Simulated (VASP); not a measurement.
Input for VASP

File POSCAR:
```
BP
1
    0.0000000000     2.3154000000     2.3154000000
    2.3154000000     0.0000000000     2.3154000000
    2.3154000000     2.3154000000     0.0000000000
B P
1 1
Direct
  0.0000000000   0.0000000000   0.0000000000
  0.2500000000   0.2500000000   0.2500000000
```

INCAR:
```
SYSTEM = BP
PREC = Accurate
ENCUT = 520
EDIFF = 1E-6
NELM = 100
ALGO = Normal
LREAL = .FALSE.
LASPH = .TRUE.
ISMEAR = 1
SIGMA = 0.2
GGA = PE
LWAVE = .FALSE.
LCHARG = .FALSE.
ISIF = 2
```

### KPOINTS
```
Automatic mesh
0
Gamma
7 7 7
0 0 0
```

POTCAR, in this order: B P (PBE.64 set). Program: vasp_std.

Problem. One choice in this input is risky. Which, and does it do harm here?

Solution. The risk: Methfessel-Paxton smearing was used on a material with a gap. Here it does no harm: the run (PBE GGA, plane waves, VASP's PBE PAW potentials (set 64)) converges to the same energy and pressure as with the safe setting.
### OSZICAR
```
       N       E                     dE             d eps       ncg     rms          rms(c)
DAV:   1     0.834856972067E+01    0.83486E+01   -0.40769E+03   320   0.897E+02
DAV:   2    -0.132455897308E+02   -0.21594E+02   -0.20868E+02   520   0.108E+02
DAV:   3    -0.134771768339E+02   -0.23159E+00   -0.23165E+00   376   0.143E+01
DAV:   4    -0.134777939912E+02   -0.61716E-03   -0.61692E-03   536   0.722E-01
DAV:   5    -0.134777942525E+02   -0.26133E-06   -0.26177E-06   376   0.115E-02    0.660E+00
DAV:   6    -0.129715272438E+02    0.50627E+00   -0.14362E+00   344   0.634E+00    0.362E+00
DAV:   7    -0.128978333339E+02    0.73694E-01   -0.19945E-01   464   0.274E+00    0.123E+00
DAV:   8    -0.128904445670E+02    0.73888E-02   -0.26324E-02   360   0.111E+00    0.189E-01
DAV:   9    -0.128907597532E+02   -0.31519E-03   -0.51694E-04   432   0.199E-01    0.988E-02
DAV:  10    -0.128909684407E+02   -0.20869E-03   -0.31468E-04   376   0.139E-01    0.276E-02
DAV:  11    -0.128909781188E+02   -0.96781E-05   -0.12656E-05   432   0.307E-02    0.275E-02
DAV:  12    -0.128909789781E+02   -0.85929E-06   -0.31915E-06   336   0.116E-02
   1 F= -.12890979E+02 E0= -.12891013E+02  d E =0.102043E-03
```

The compound is BP in the zinc blende structure. The cell was not relaxed at this level.
